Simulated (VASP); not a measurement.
BaO (relaxed from the zinc blende structure, space group F-43m): computed properties

These are PBEsol GGA, VASP's PBE PAW potentials (set 64) (plane waves; VASP) values and carry that method's errors.

For BaO, the space group is F-43m (216), the cell comes out as a = b = c = 5.9222 Å, α = β = γ = 90.00° and the volume per atom is 25.96 Å³/atom. The band gap (over mesh and band path) is 2.22 eV and the smallest direct gap (over mesh and band path) comes out as 3.43 eV. The band-edge character comes out as indirect, X to Γ and the density is 4.90 g/cm³.

```
BaO
1.0
    0.00000     2.96109     2.96109
    2.96109     0.00000     2.96109
    2.96109     2.96109     0.00000
Ba O
1 1
Direct
  0.00000   0.00000   0.00000
  0.25000   0.25000   0.25000
```

Unless said otherwise, spin-orbit coupling is left out, though it shifts the bands of the heavy elements here.

The structure was generated: BaO was put into the zinc blende type (F-43m), which need not be its known phase. It was relaxed first, which changed the volume by -24 %. Symmetry was kept, so distortions that lower it aren't found.
